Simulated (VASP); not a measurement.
Input:

```xyz
2
Lattice="1.7653 -3.0576 0.0000 1.7653 3.0576 0.0000 0.0000 0.0000 5.5041" Properties=species:S:1:pos:R:3 pbc="T T T"
Tl     1.7653     1.0192     1.3760
Tl     1.7653    -1.0192     4.1281
```

All values below come from SCAN meta-GGA, VASP's PBE PAW potentials (set 64) (plane waves; VASP 6.6.1). Settings: 520 eV cut-off, 13×13×8 Γ-centred mesh, tetrahedra with Blöchl corrections, potentials Tl_d.

Q: The job: Tl (hcp), 2 atoms, SCAN, static run, 520 eV, 13×13×8 Γ-centred mesh. Roughly how much core time does it take on a busy server core?

A: About 5 core-minutes (one run on a shared machine, a rough figure). It had 105 irreducible k-points, 17 bands, up to 1641 plane waves and 28 electronic steps.

The compound is Tl in the hcp structure. It was relaxed first.
